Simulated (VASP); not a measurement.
Data:

```yaml
crystal:
  lattice:
    - [4.33852, 0.00000, 0.00000]
    - [-2.16926, 3.75727, 0.00000]
    - [0.00000, 0.00000, 6.43257]
  atoms:
    - { symbol: Pt, position: [0.33333, 0.66667, 0.98737] }
    - { symbol: Pt, position: [0.66667, 0.33333, 0.48737] }
    - { symbol: Sb, position: [0.33333, 0.66667, 0.38763] }
    - { symbol: Sb, position: [0.66667, 0.33333, 0.88763] }
```

Method: r2SCAN meta-GGA, VASP's PBE PAW potentials (set 64) (plane waves; VASP 6.6.1). Settings: 400 eV cut-off, 9×9×6 Γ-centred mesh, tetrahedra with Blöchl corrections, potentials Pt Sb.

The cores are frozen, which limits the accuracy of field gradients.

Problem. Give the principal components of the electric field gradient (V/Å²) and the asymmetry η at each nucleus.

Solution. 
```csv
atom,Vxx,Vyy,Vzz,η
Pt1,-65.7,-65.7,131.4,0.00
Pt2,-65.7,-65.7,131.4,0.00
Sb3,-48.0,-48.0,95.9,0.00
Sb4,-48.0,-48.0,95.9,0.00
```

The structure was generated: PtSb was put into the wurtzite type (P6_3mc), which need not be its known phase. It was relaxed first, which changed the volume by -18 %.
